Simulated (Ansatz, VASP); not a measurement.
## Cross-check of MoSeO between VASP and Ansatz

Wanted: the spread between two codes on one cell, functional and k mesh. The cell is taken from a series of runs on this material, whose earlier steps may have relaxed, scaled, displaced or heated it; both programs get it as it stands.

Calculated with Ansatz 0.2.0; plane waves, with VASP 6.6.1 beside it; G0W0 gap at LDA.

### 1. Starting point

The cell holds 3 atoms: 1 Mo, 1 O and 1 Se. Cell: a = 3.009 Å, b = 3.009 Å, c = 28.900 Å, α = 90.0°, β = 90.0°, γ = 120.0°. Vacuum lies along c.

### 2. VASP: G0W0 gap, LDA

Quasiparticle shifts depend on high empty states and on the cores, so they are the hardest test of two PAW sets.

Lines of VASP's logs that name or quote its potential files are left out, and so is its time.

The run reads the wave functions of an earlier VASP run, which isn't shown here.

INCAR reads:

```
SYSTEM = MoSeO
PREC = Accurate
ENCUT = 440
ISMEAR = 0
SIGMA = 0.01
LREAL = .FALSE.
GGA = CA
NBANDS = 824
LASPH = .TRUE.
ALGO = EVGW0
NELMGW = 1
ENCUTGW = 135
NOMEGA = 64
PRECFOCK = Fast
NBANDSGW = 24
LWAVE = .FALSE.
LCHARG = .FALSE.
```

POSCAR reads:

```
MoSeO
1.0
    3.0092173086      0.0000000000      0.0000000000
   -1.5046086543      2.6060586348      0.0000000000
    0.0000000000      0.0000000000     28.9000000000
Mo O Se
1 1 1
Direct
    0.3333333333      0.6666666667      0.5115069025
    0.6666666667      0.3333333333      0.5492521945
    0.6666666667      0.3333333333      0.4507478055
```

KPOINTS reads:

```
Automatic mesh
0
Gamma
6 6 1
0 0 0
```

Potentials, in the order of the species: Mo_sv_GW, O_GW and Se_GW (LDA family, release 64).

Command:

```console
$ mpirun -np 8 vasp_std
```

Numbers of over 12 decimals in the logs are rounded to 6 here.

Output:

```text
[banner, memory and clock lines left out]
running    8 mpi-ranks, on    1 nodes
 distrk:  each k-point on    8 cores,    1 groups
 distr:  one band on    1 cores,    8 groups

 POSCAR found type information on POSCAR MoO Se
 POSCAR found :  3 types and       3 ions
|                                                                             |
|           W    W    AA    RRRRR   N    N  II  N    N   GGGG   !!!           |
|           W    W   A  A   R    R  NN   N  II  NN   N  G    G  !!!           |
|           W    W  A    A  R    R  N N  N  II  N N  N  G       !!!           |
|           W WW W  AAAAAA  RRRRR   N  N N  II  N  N N  G  GGG   !            |
|           WW  WW  A    A  R   R   N   NN  II  N   NN  G    G                |
|           W    W  A    A  R    R  N    N  II  N    N   GGGG   !!!           |
|                                                                             |
|     For optimal performance we recommend to set                             |
|       NCORE = 2 up to number-of-cores-per-socket                            |
|     NCORE specifies how many cores store one orbital (NPAR=cpu/NCORE).      |
|     This setting can greatly improve the performance of VASP for DFT.       |
|     The default, NCORE=1 might be grossly inefficient on modern             |
|     multi-core architectures or massively parallel machines. Do your        |
|     Unfortunately you need to use the default for GW and RPA                |
|     calculations (for HF NCORE is supported but not extensively tested      |
|     yet).                                                                   |
|                                                                             |

|                                                                             |
|           W    W    AA    RRRRR   N    N  II  N    N   GGGG   !!!           |
|           W    W   A  A   R    R  NN   N  II  NN   N  G    G  !!!           |
|           W    W  A    A  R    R  N N  N  II  N N  N  G       !!!           |
|           W WW W  AAAAAA  RRRRR   N  N N  II  N  N N  G  GGG   !            |
|           WW  WW  A    A  R   R   N   NN  II  N   NN  G    G                |
|           W    W  A    A  R    R  N    N  II  N    N   GGGG   !!!           |
|                                                                             |
|     The default for ENCUTGWSOFT is different in this version of VASP.       |
|     please manually set ENCUTGWSOFT =135 in the INCAR file.                 |
|                                                                             |

 LDA part: xc-table for (Slater(with rela. corr.)+CA(PZ))
 , standard interpolation
 found WAVECAR, reading the header
 POSCAR, INCAR and KPOINTS ok, starting setup
 FFT: planning ... GRIDC
 FFT: planning ... GRID_SOFT
 FFT: planning ... GRID
 reading WAVECAR
 the WAVECAR file was read successfully
 initial charge from wavefunction
 available memory per node:     20.13 GB, setting MAXMEM to     20612

 The Fermi energy was updated, please check that it is located mid-gap
 values below the HOMO (VB) or above the LUMO (CB) will cause erroneous energies
 E-fermi :  -2.5289

 calculate exact exchange contribution
 the WAVEDER file was read successfully
|                                                                             |
|           W    W    AA    RRRRR   N    N  II  N    N   GGGG   !!!           |
|           W    W   A  A   R    R  NN   N  II  NN   N  G    G  !!!           |
|           W    W  A    A  R    R  N N  N  II  N N  N  G       !!!           |
|           W WW W  AAAAAA  RRRRR   N  N N  II  N  N N  G  GGG   !            |
|           WW  WW  A    A  R   R   N   NN  II  N   NN  G    G                |
|           W    W  A    A  R    R  N    N  II  N    N   GGGG   !!!           |
|                                                                             |
|     Automatic setting of frequency mesh for GW failed. Frequency mesh       |
|     properly not suitable for determining QP energies. Consider             |
|     increasing number of kpoints.                                           |
|                                                                             |

energies w=
    0.000    0.000    0.679    0.000    1.356    0.000    2.031    0.000
    2.700    0.000    3.365    0.000    4.022    0.000    4.672    0.000
    5.315    0.000    5.948    0.000    6.573    0.000    7.189    0.000
    7.797    0.000    8.396    0.000    8.988    0.000    9.574    0.000
   10.153    0.000   10.726    0.000   11.296    0.000   11.862    0.000
   12.426    0.000   12.989    0.000   13.552    0.000   14.116    0.000
   14.683    0.000   15.255    0.000   15.832    0.000   16.416    0.000
   17.010    0.000   17.615    0.000   18.233    0.000   18.866    0.000
   19.517    0.000   20.189    0.000   20.884    0.000   21.606    0.000
   22.358    0.000   23.146    0.000   23.973    0.000   24.845    0.000
   25.769    0.000   26.753    0.000   27.804    0.000   28.933    0.000
   30.152    0.000   31.476    0.000   32.923    0.000   34.513    0.000
   36.273    0.000   38.235    0.000   40.441    0.000   42.942    0.000
   45.805    0.000   49.121    0.000   53.008    0.000   57.631    0.000
   63.221    0.000   70.119    0.000   78.839    0.000   90.205    0.000
  105.620    0.000  127.681    0.000  161.805    0.000  221.461    0.000
 responsefunction array rank=     824
 LDA part: xc-table for (Slater(with rela. corr.)+CA(PZ))
 , standard interpolation

 min. memory requirement per mpi rank   1323.2 MB, per node  10585.4 MB

 allocating   8 responsefunctions rank=   824
 shmem allocating  64 responsefunctions rank=   824
 response function shared by NCSHMEM nodes    1
 Doing            8  frequencies on each core in blocks of           64
NQ=   1    0.0000    0.0000    0.0000,
|.........|.........|.........|.........|.........|.........|.........|.........
 performed       1035000 updates of chi_q(r,r)
 total number of BLAS operations       5211.70 Gflops
NQ=   2    0.1667    0.0000    0.0000,
|.........|.........|.........|.........|.........|.........|.........|.........
 performed       2862000 updates of chi_q(r,r)
 total number of BLAS operations      14035.80 Gflops
NQ=   3    0.3333    0.0000    0.0000,
|.........|.........|.........|.........|.........|.........|.........|.........
 performed       4689000 updates of chi_q(r,r)
 total number of BLAS operations      23935.64 Gflops
NQ=   4    0.5000    0.0000    0.0000,
|.........|.........|.........|.........|.........|.........|.........|.........
 performed       6160000 updates of chi_q(r,r)
 total number of BLAS operations      31733.24 Gflops
NQ=   5    0.1667    0.1667    0.0000,
|.........|.........|.........|.........|.........|.........|.........|.........
 performed       8105000 updates of chi_q(r,r)
 total number of BLAS operations      41769.85 Gflops
NQ=   6    0.3333    0.1667    0.0000,
|.........|.........|.........|.........|.........|.........|.........|.........
 performed      10287000 updates of chi_q(r,r)
 total number of BLAS operations      53398.19 Gflops
NQ=   7    0.3333    0.3333    0.0000,
|.........|.........|.........|.........|.........|.........|.........|.........
 performed      11520000 updates of chi_q(r,r)
 total number of BLAS operations      59636.13 Gflops
 resolving degeneracies of screened two electron integrals

 calculate QP shifts <psi_nk| G(iteration)W_0 |psi_nk>: iteration 1
 entering main loop
```

From OUTCAR (step 2):

```text
ion  position               nearest neighbor table
   1  0.333  0.667  0.512-   2 2.05   2 2.05   2 2.05   3 2.47   3 2.47   3 2.47
   2  0.667  0.333  0.549-   1 2.05   1 2.05   1 2.05
   3  0.667  0.333  0.451-   1 2.47   1 2.47   1 2.47

  LATTYP: Found a hexagonal cell.
 ALAT       =     3.0092173086
 C/A-ratio  =     9.6038261901

 Subroutine GETGRP returns: Found  6 space group operations
 (whereof  6 operations were pure point group operations)

The static configuration has the point symmetry C_3v.

 Found      7 irreducible k-points:

   k-points           NKPTS =      7   k-points in BZ     NKDIM =     36   number of bands    NBANDS=    824

   dimension x,y,z NGX =    24 NGY =   24 NGZ =  200
   dimension x,y,z NGXF=    48 NGYF=   48 NGZF=  400

   ENCUT  =  440.0 eV  32.34 Ry    5.69 a.u.   5.15  5.15 49.43*2*pi/ulx,y,z

   NELECT =      26.0000    total number of electrons

  energy-cutoff  :      440.00
  volume of cell :      226.64
      direct lattice vectors                 reciprocal lattice vectors
     3.009217309  0.000000000  0.000000000     0.332312325  0.191860610  0.000000000
    -1.504608654  2.606058635  0.000000000     0.000000000  0.383721220  0.000000000
     0.000000000  0.000000000 28.900000000     0.000000000  0.000000000  0.034602076

 k-points in reciprocal lattice and weights: Automatic mesh
   0.00000000  0.00000000  0.00000000       0.028
   0.16666667  0.00000000  0.00000000       0.167
   0.33333333  0.00000000  0.00000000       0.167
   0.50000000  0.00000000  0.00000000       0.083
   0.16666667  0.16666667  0.00000000       0.167
   0.33333333  0.16666667  0.00000000       0.333
   0.33333333  0.33333333  0.00000000       0.056

 E-fermi :  -2.5289

 QP shifts <psi_nk| G(iteration)W_0 |psi_nk>: iteration 1
 for sc-GW calculations column KS-energies equals QP-energies in previous step
 and V_xc(KS)=  KS-energies - (<T + V_ion + V_H > + <T+V_H+V_ion>^1  + <V_x>^1)
 k-point   1 :       0.0000    0.0000    0.0000
  band No.  KS-energies  QP-energies   sigma(KS)   V_xc(KS)     V^pw_x(r,r')   Z            occupation Imag(sigma)
    ...
     10      -6.9019      -7.6318     -14.7914     -13.8198     -17.3544       0.7512       2.0000       0.3204
     11      -4.6963      -4.9993     -17.3661     -16.9685     -18.0494       0.7620       2.0000       0.1437
     12      -4.6963      -4.9993     -17.3661     -16.9685     -18.0494       0.7620       2.0000       0.1437
     13      -2.9729      -3.1931     -18.1884     -17.8927     -19.0388       0.7446       2.0000       0.1004
     14      -0.8190       0.3775     -17.5668     -19.1704     -13.8600       0.7461       0.0000      -0.2192
     15      -0.8190       0.3775     -17.5668     -19.1704     -13.8600       0.7461       0.0000      -0.2192
     16       0.1827       1.1349     -13.8154     -15.0568      -9.9984       0.7671       0.0000      -0.2684
     17       0.1827       1.1349     -13.8154     -15.0568      -9.9984       0.7671       0.0000      -0.2684
    ...

 k-point   2 :       0.1667    0.0000    0.0000
  band No.  KS-energies  QP-energies   sigma(KS)   V_xc(KS)     V^pw_x(r,r')   Z            occupation Imag(sigma)
    ...
     10      -6.7371      -7.3478     -15.8152     -14.9990     -18.3799       0.7482       2.0000       0.3248
     11      -5.6068      -6.1754     -15.6048     -14.8652     -16.9347       0.7689       2.0000       0.1911
     12      -4.9725      -5.3355     -16.7687     -16.2936     -17.4823       0.7639       2.0000       0.1535
     13      -3.4908      -3.7183     -18.4350     -18.1300     -19.5896       0.7460       2.0000       0.1341
     14      -1.3275      -0.2911     -14.4336     -15.7832     -10.9447       0.7679       0.0000      -0.1909
     15      -0.7548       0.3415     -16.7282     -18.1946     -13.2412       0.7476       0.0000      -0.2167
     16      -0.5574       0.5666     -16.4874     -17.9878     -12.5265       0.7492       0.0000      -0.2457
     17       0.2498       1.3435     -15.2724     -16.7223     -11.0167       0.7543       0.0000      -0.2950
    ...

 k-point   3 :       0.3333    0.0000    0.0000
  band No.  KS-energies  QP-energies   sigma(KS)   V_xc(KS)     V^pw_x(r,r')   Z            occupation Imag(sigma)
    ...
     10      -7.8409      -8.4130     -17.4098     -16.6231     -21.3307       0.7272       2.0000       0.4746
     11      -6.0888      -6.7507     -15.5921     -14.7151     -17.7012       0.7548       2.0000       0.2468
     12      -4.9399      -5.4174     -16.2324     -15.6116     -17.2291       0.7690       2.0000       0.1563
     13      -4.3756      -4.6624     -17.6703     -17.2873     -19.0737       0.7491       2.0000       0.1815
     14      -1.7211      -0.6725     -15.0091     -16.3868     -11.4819       0.7611       0.0000      -0.1919
     15      -1.0416       0.0519     -16.4316     -17.8900     -12.7164       0.7498       0.0000      -0.2131
     16      -0.0295       1.1225     -16.7634     -18.3063     -12.4012       0.7467       0.0000      -0.3022
     17       0.8310       2.0317     -16.7353     -18.3518     -12.0734       0.7427       0.0000      -0.3706
    ...

 k-point   4 :       0.5000    0.0000    0.0000
  band No.  KS-energies  QP-energies   sigma(KS)   V_xc(KS)     V^pw_x(r,r')   Z            occupation Imag(sigma)
    ...
     10      -7.9375      -8.4249     -18.5326     -17.8511     -22.9691       0.7152       2.0000       0.5283
     11      -5.9946      -6.6783     -15.6598     -14.7564     -17.7001       0.7567       2.0000       0.2361
     12      -4.7468      -5.2868     -16.0752     -15.3750     -17.3327       0.7714       2.0000       0.1554
     13      -4.1417      -4.4503     -17.7706     -17.3593     -19.1881       0.7505       2.0000       0.1630
     14      -1.5347      -0.4620     -15.5349     -16.9581     -11.6185       0.7537       0.0000      -0.2235
     15      -0.9384       0.2216     -17.3115     -18.8736     -13.2048       0.7426       0.0000      -0.2392
     16       0.0122       1.1180     -15.4646     -16.9235     -11.1593       0.7580       0.0000      -0.2899
     17       0.9741       2.1735     -16.5793     -18.1914     -11.8670       0.7440       0.0000      -0.3834
    ...

[... 3 further parts left out ...]
```

[end of part 1 of 2]

[Lines on the potential files, build, host, timing and source positions are cut from VASP's logs without a mark.]

[Logs are printed without paths, hosts, clocks, repeated set-up lines and the standing remarks that a program may print on its own settings, such as how far it seeks lower states.]

[Hosts, paths, dates, database ids (printed as entryN), source tags and the programs' standing remarks are cut or masked in the printed files.]
